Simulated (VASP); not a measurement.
Energy against volume of ZnS (zinc blende). Calculation: PBEsol GGA, VASP's PBE PAW potentials (set 64) (plane waves; VASP 6.6.1).

```tsv
V (Å³/atom)	E (eV/atom)
18.101	-3.77502
18.678	-3.78978
19.256	-3.79446
19.834	-3.79059
20.411	-3.77947
```

Problem. Fit a third-order Birch-Murnaghan equation of state.

Solution. 
```json
{
  "volume_per_atom": "19.27 Å³/atom",
  "bulk_modulus": "78.6 GPa",
  "pressure_derivative_of_the_bulk_modulus": "4.52",
  "lattice_constant_a": "5.362 Å"
}
```

Measured: bulk modulus 77.1 GPa (computed value off by +2.0 %), as given by Cormac Toher et al., Physical Review Materials (2017), arXiv:1611.05714; a 5.410 Å (computed value off by -0.9 %), as given by Martin Albrecht et al., Physical review. B, Condensed matter (1997), arXiv:cond-mat/9706128. The calculation is for a static lattice, while the measured bulk modulus, a hold thermal and zero-point effects, which are part of the difference.

The compound is ZnS in the zinc blende structure. It was relaxed first.
